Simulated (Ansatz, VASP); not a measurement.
## Ti (Titanium) in two plane-wave programs

Wanted: the spread between two codes on one cell, functional and k mesh. The cell is taken from a series of runs on this material, whose earlier steps may have relaxed, scaled, displaced or heated it; both programs get it as it stands.

Method: plane waves, with VASP 6.6.1 beside it; zone-centre phonons at PBEsol, in Ansatz 0.2.0.

## Step 1: The structure

The structure is hexagonal, space group P6_3/mmc (No. 194). The conventional cell has a = 2.987 Å, b = 2.987 Å, c = 4.480 Å, α = 90.00°, β = 90.00°, γ = 120.00°. Nearest to Ti lie 12 Ti at 2.83 to 2.99 Å.

## Step 2: VASP: zone-centre phonons, PBEsol

Second derivatives magnify differences that forces hide, and they need a tight electronic threshold.

Lines of VASP's logs that name or quote its potential files are left out, and so is its time.

Contents of INCAR:

```
SYSTEM = Ti
PREC = Accurate
ENCUT = 500
EDIFF = 1E-08
NELM = 120
ISMEAR = 1
SIGMA = 0.2
LREAL = .FALSE.
ALGO = Normal
GGA = PS
NBANDS = 18
LASPH = .TRUE.
LORBIT = 11
LWAVE = .FALSE.
LCHARG = .FALSE.
ISIF = 2
IBRION = 8
GGA_COMPAT = .FALSE.
KPAR = 2
```

Contents of POSCAR:

```
Ti
1.0
    2.9874552232      0.0000000000      0.0000000000
   -1.4937276116      2.5872121160      0.0000000000
    0.0000000000      0.0000000000      4.4803472641
Ti
2
Direct
    0.3333333333      0.6666666667      0.2500000000
    0.6666666667      0.3333333333      0.7500000000
```

Contents of KPOINTS:

```
Automatic mesh
0
Gamma
18 18 12
0 0 0
```

PAW data sets: Ti_sv (PBE family, release 64).

Command:

```sh
> mpirun -np 2 vasp_std
```

Numbers of over 12 decimals in the logs are rounded to 6 here.

Log:

```text
[banner, memory and clock lines left out]
running    2 mpi-ranks, on    1 nodes
 distrk:  each k-point on    1 cores,    2 groups
 distr:  one band on    1 cores,    1 groups

 POSCAR found type information on POSCAR Ti
 POSCAR found :  1 types and       2 ions
|                                                                             |
|               ----> ADVICE to this user running VASP <----                  |
|                                                                             |
|     You enforced a specific xc type in the INCAR file but a different       |
|     [... a line on the potential file left out ...]
|     I HOPE YOU KNOW WHAT YOU ARE DOING!                                     |
|                                                                             |

 LDA part: xc-table for (Slater+PW92), standard interpolation
 POSCAR, INCAR and KPOINTS ok, starting setup
 FFT: planning ... GRIDC
 FFT: planning ... GRID_SOFT
 FFT: planning ... GRID
 WAVECAR not read
 entering main loop
       N       E                     dE             d eps       ncg     rms          rms(c)
DAV:   1     0.254557510448E+03    0.25456E+03   -0.13022E+04  9332   0.162E+03
DAV:   2     0.106852806072E+02   -0.24387E+03   -0.24071E+03  9450   0.449E+02
DAV:   3    -0.177587392534E+02   -0.28444E+02   -0.28143E+02 17652   0.127E+02
DAV:   4    -0.189369954660E+02   -0.11783E+01   -0.11769E+01 10618   0.270E+01
DAV:   5    -0.189974342839E+02   -0.60439E-01   -0.60427E-01 14610   0.431E+00    0.125E+01
DAV:   6    -0.166454610379E+02    0.23520E+01   -0.87395E+00 10976   0.306E+01    0.299E+00
DAV:   7    -0.166226070133E+02    0.22854E-01   -0.86416E-01 14198   0.689E+00    0.208E+00
DAV:   8    -0.166485673178E+02   -0.25960E-01   -0.23410E-01 11014   0.588E+00    0.754E-01
DAV:   9    -0.166385091770E+02    0.10058E-01   -0.58174E-02 11048   0.250E+00    0.671E-02
DAV:  10    -0.166388308360E+02   -0.32166E-03   -0.27146E-03 13566   0.357E-01    0.963E-02
DAV:  11    -0.166389227706E+02   -0.91935E-04   -0.29062E-04 11146   0.119E-01    0.323E-02
DAV:  12    -0.166389170423E+02    0.57283E-05   -0.33378E-05 12680   0.468E-02    0.117E-02
DAV:  13    -0.166389167119E+02    0.33034E-06   -0.20949E-06 10992   0.135E-02    0.214E-03
DAV:  14    -0.166389167340E+02   -0.22039E-07   -0.50751E-07 14110   0.509E-03    0.917E-04
DAV:  15    -0.166389166393E+02    0.94694E-07   -0.43026E-08 10040   0.174E-03    0.925E-05
DAV:  16    -0.166389166803E+02   -0.40989E-07   -0.40182E-09  5510   0.381E-04    0.581E-05
DAV:  17    -0.166389166804E+02   -0.12960E-09   -0.13340E-09  5356   0.289E-04
   1 F= -.16638917E+02 E0= -.16640562E+02  d E =0.493724E-02
 Linear response reoptimize wavefunctions to high precision
DAV:   1    -0.166389166795E+02    0.93678E-09   -0.41423E-10  5598   0.136E-04
DAV:   2    -0.166389166795E+02   -0.28649E-10   -0.19853E-10  5294   0.968E-05
 Linear response DOF=           2
 Linear response progress:
  Degree of freedom:   1/  2
       N       E                     dE             d eps       ncg     rms          rms(c)
RMM:   1    -0.593329654015E+00   -0.59333E+00    0.27292E+01 41473   0.144E+02
RMM:   2    -0.568797565771E+00    0.24532E-01   -0.35435E-01 76051   0.479E+00    0.271E-01
RMM:   3    -0.565406936001E+00    0.33906E-02   -0.19935E-02 85529   0.127E+00    0.122E-01
RMM:   4    -0.565647953307E+00   -0.24102E-03   -0.92111E-03 99635   0.570E-01    0.155E-02
RMM:   5    -0.566303500725E+00   -0.65555E-03   -0.16770E-03104378   0.215E-01    0.113E-02
RMM:   6    -0.566990031331E+00   -0.68653E-03   -0.75727E-04103453   0.109E-01    0.892E-03
RMM:   7    -0.567200041349E+00   -0.21001E-03   -0.14899E-04100350   0.515E-02    0.436E-03
RMM:   8    -0.567426880947E+00   -0.22684E-03   -0.51739E-05102120   0.293E-02    0.963E-04
RMM:   9    -0.567483811295E+00   -0.56930E-04   -0.18051E-05105686   0.157E-02    0.416E-04
RMM:  10    -0.567483480906E+00    0.33039E-06    0.64812E-06106455   0.837E-03    0.184E-04
RMM:  11    -0.567488130428E+00   -0.46495E-05   -0.61065E-06107649   0.481E-03    0.127E-04
RMM:  12    -0.567493403056E+00   -0.52726E-05   -0.85737E-07104481   0.294E-03    0.926E-05
RMM:  13    -0.567487393590E+00    0.60095E-05   -0.52011E-06103228   0.196E-03    0.108E-04
RMM:  14    -0.567489331391E+00   -0.19378E-05   -0.11543E-06106166   0.133E-03    0.607E-05
[...]
RMM:  21    -0.567491966173E+00   -0.55983E-07   -0.11415E-06102598   0.331E-04    0.324E-06
RMM:  22    -0.567491974567E+00   -0.83941E-08   -0.64829E-07106521   0.302E-04    0.192E-06
RMM:  23    -0.567491984781E+00   -0.10214E-07   -0.78757E-07103164   0.280E-04    0.155E-06
RMM:  24    -0.567491990917E+00   -0.61364E-08   -0.30505E-07106475   0.262E-04    0.128E-06
RMM:  25    -0.567491985419E+00    0.54977E-08   -0.41840E-07101107   0.248E-04    0.869E-07
RMM:  26    -0.567491990725E+00   -0.53053E-08   -0.13583E-07100741   0.237E-04    0.440E-07
RMM:  27    -0.567491978501E+00    0.12224E-07   -0.32577E-07102953   0.226E-04    0.103E-06
RMM:  28    -0.567491979650E+00   -0.11495E-08   -0.59708E-08 97088   0.219E-04    0.406E-07
 first order change of Fermi-energy   0.54912E-04
 force on displaced ion       1 direction 1 :  -1.640  -0.000   0.000
 Linear response progress:
  Degree of freedom:   2/  2
       N       E                     dE             d eps       ncg     rms          rms(c)
RMM:   1    -0.654592498866E+00   -0.65459E+00    0.32943E+01 14245   0.146E+02
RMM:   2    -0.620886664309E+00    0.33706E-01   -0.35241E-01 26424   0.481E+00    0.279E-01
RMM:   3    -0.619189241979E+00    0.16974E-02   -0.24380E-02 29038   0.129E+00    0.123E-01
RMM:   4    -0.620375417384E+00   -0.11862E-02   -0.10087E-02 33268   0.570E-01    0.414E-02
RMM:   5    -0.620820194486E+00   -0.44478E-03   -0.21463E-03 31966   0.241E-01    0.228E-02
RMM:   6    -0.621278218114E+00   -0.45802E-03   -0.91151E-04 34813   0.132E-01    0.121E-02
RMM:   7    -0.621605569338E+00   -0.32735E-03   -0.16895E-04 34868   0.595E-02    0.758E-03
RMM:   8    -0.622068960928E+00   -0.46339E-03   -0.59509E-05 31989   0.360E-02    0.219E-03
RMM:   9    -0.622101420514E+00   -0.32460E-04   -0.21767E-05 34756   0.186E-02    0.820E-04
RMM:  10    -0.622095978234E+00    0.54423E-05   -0.13824E-05 36046   0.105E-02    0.241E-04
RMM:  11    -0.622095446004E+00    0.53223E-06   -0.81198E-06 36054   0.621E-03    0.181E-04
RMM:  12    -0.622100755669E+00   -0.53097E-05   -0.87210E-06 35057   0.403E-03    0.898E-05
RMM:  13    -0.622103344081E+00   -0.25884E-05   -0.90838E-06 36534   0.272E-03    0.420E-05
RMM:  14    -0.622102632644E+00    0.71144E-06   -0.76917E-06 36416   0.191E-03    0.216E-05
[...]
RMM:  25    -0.622103847035E+00   -0.12368E-07   -0.18856E-06 34763   0.447E-04    0.101E-05
RMM:  26    -0.622103860718E+00   -0.13682E-07   -0.17256E-06 32408   0.423E-04    0.116E-05
RMM:  27    -0.622103871659E+00   -0.10941E-07   -0.14520E-06 31890   0.404E-04    0.141E-05
RMM:  28    -0.622103881023E+00   -0.93643E-08   -0.13184E-06 32528   0.385E-04    0.156E-05
RMM:  29    -0.622103889211E+00   -0.81878E-08   -0.11844E-06 29916   0.369E-04    0.170E-05
RMM:  30    -0.622103898565E+00   -0.93545E-08   -0.99105E-07 29118   0.354E-04    0.181E-05
RMM:  31    -0.622103907222E+00   -0.86572E-08   -0.91440E-07 30034   0.341E-04    0.191E-05
RMM:  32    -0.622103909426E+00   -0.22039E-08   -0.80236E-07 28529   0.329E-04    0.201E-05
 first order change of Fermi-energy  -0.61391E-04
 force on displaced ion       1 direction 3 :  -0.000   0.000  -4.244
 Linear response finished
```

OUTCAR, selected parts (step 2):

```text
ion  position               nearest neighbor table
   1  0.333  0.667  0.250-   2 2.83   2 2.83   2 2.83   2 2.83   2 2.83   2 2.83
   2  0.667  0.333  0.750-   1 2.83   1 2.83   1 2.83   1 2.83   1 2.83   1 2.83

  LATTYP: Found a hexagonal cell.
 ALAT       =     2.9874552232
 C/A-ratio  =     1.4997203069

 Subroutine GETGRP returns: Found 24 space group operations
 (whereof 12 operations were pure point group operations)

The static configuration has the point symmetry D_3d.
 The point group associated with its full space group is D_6h.

 Found    259 irreducible k-points:

   k-points           NKPTS =    259   k-points in BZ     NKDIM =    259   number of bands    NBANDS=     18

   dimension x,y,z NGX =    24 NGY =   24 NGZ =   36
   dimension x,y,z NGXF=    48 NGYF=   48 NGZF=   72

   ENCUT  =  500.0 eV  36.75 Ry    6.06 a.u.   5.45  5.45  8.17*2*pi/ulx,y,z

   NELECT =      24.0000    total number of electrons

 k-points in reciprocal lattice and weights: Automatic mesh
   0.00000000  0.00000000  0.00000000       0.000
   0.05555556  0.00000000  0.00000000       0.002
   0.11111111  0.00000000  0.00000000       0.002
   0.16666667  0.00000000  0.00000000       0.002
   0.22222222  0.00000000  0.00000000       0.002
   0.27777778 -0.00000000  0.00000000       0.002
   0.33333333  0.00000000  0.00000000       0.002
   0.38888889 -0.00000000  0.00000000       0.002
   0.44444444  0.00000000  0.00000000       0.002
[...]
0.33333333  0.27777778  0.50000000       0.003
   0.33333333  0.33333333  0.50000000       0.001

 average (electrostatic) potential at core
       1 -72.2917       2 -72.2917

  Total       -1.2780501     -1.2780501     -0.0584053      0.0000000      0.0000000      0.0000000
  in kB      -59.1307430    -59.1307430     -2.7022025      0.0000000      0.0000000      0.0000000
  external PRESSURE =     -40.3212295 kB  Pullay stress =       0.0000000 kB

  energy-cutoff  :      500.00
  volume of cell :       34.63
      direct lattice vectors                 reciprocal lattice vectors
     2.987455223  0.000000000  0.000000000     0.334733050  0.193258217  0.000000000
    -1.493727612  2.587212116  0.000000000     0.000000000  0.386516434  0.000000000
     0.000000000  0.000000000  4.480347264     0.000000000  0.000000000  0.223196985

 POSITION                                       TOTAL-FORCE (eV/Angst)
 -----------------------------------------------------------------------------------
     -0.00000      1.72481      1.12009        -0.000000      0.000000      0.000000
      1.49373      0.86240      3.36026         0.000000     -0.000000      0.000000
 -----------------------------------------------------------------------------------
    total drift:                               -0.000000      0.000000     -0.000000

 Eigenvectors and eigenvalues of the dynamical matrix
 ----------------------------------------------------

   1 f  =    6.582586 THz    41.359608 2PiTHz  219.571436 cm-1    27.223376 meV
             X         Y         Z           dx          dy          dz
     -0.000000  1.724808  1.120087     0.000000    0.000000   -0.707107
      1.493728  0.862404  3.360260     0.000000    0.000000    0.707107

   2 f  =    4.091858 THz    25.709900 2PiTHz  136.489682 cm-1    16.922556 meV
             X         Y         Z           dx          dy          dz
     -0.000000  1.724808  1.120087    -0.000001    0.707107    0.000000
      1.493728  0.862404  3.360260     0.000001   -0.707107    0.000000

   3 f  =    4.091858 THz    25.709900 2PiTHz  136.489682 cm-1    16.922556 meV
             X         Y         Z           dx          dy          dz
     -0.000000  1.724808  1.120087    -0.707107   -0.000001    0.000000
      1.493728  0.862404  3.360260     0.707107    0.000001    0.000000

   4 f  =    0.000000 THz     0.000000 2PiTHz    0.000001 cm-1     0.000000 meV
             X         Y         Z           dx          dy          dz
     -0.000000  1.724808  1.120087     0.191223    0.680760    0.000000
      1.493728  0.862404  3.360260     0.191223    0.680760    0.000000

   5 f  =    0.000000 THz     0.000000 2PiTHz    0.000000 cm-1     0.000000 meV
             X         Y         Z           dx          dy          dz
     -0.000000  1.724808  1.120087     0.000000    0.000000    0.707107
      1.493728  0.862404  3.360260     0.000000    0.000000    0.707107

   6 f/i=    0.000000 THz     0.000000 2PiTHz    0.000002 cm-1     0.000000 meV
             X         Y         Z           dx          dy          dz
     -0.000000  1.724808  1.120087     0.680760   -0.191223    0.000000
      1.493728  0.862404  3.360260     0.680760   -0.191223    0.000000

 ELASTIC MODULI CONTR FROM IONIC RELAXATION (kBar)
 Direction    XX          YY          ZZ          XY          YZ          ZX
 --------------------------------------------------------------------------------
 XX        -239.8905    239.8905      0.0000     -0.0000      0.0000      0.0000
 YY         239.8905   -239.8905     -0.0000      0.0000      0.0000      0.0000
 ZZ           0.0000     -0.0000     -0.0000      0.0000      0.0000      0.0000
 XY          -0.0000      0.0000      0.0000   -239.8905      0.0000      0.0000
 YZ           0.0000      0.0000      0.0000      0.0000      0.0000      0.0000
 ZX           0.0000      0.0000      0.0000      0.0000      0.0000      0.0000
 --------------------------------------------------------------------------------
```

[end of part 1 of 2]

[Lines on the potential files, build, host, timing and source positions are cut from VASP's logs without a mark.]

[Logs are printed without paths, hosts, clocks, repeated set-up lines and the standing remarks that a program may print on its own settings, such as how far it seeks lower states.]

[Hosts, paths, dates, database ids (printed as entryN), source tags and the programs' standing remarks are cut or masked in the printed files.]
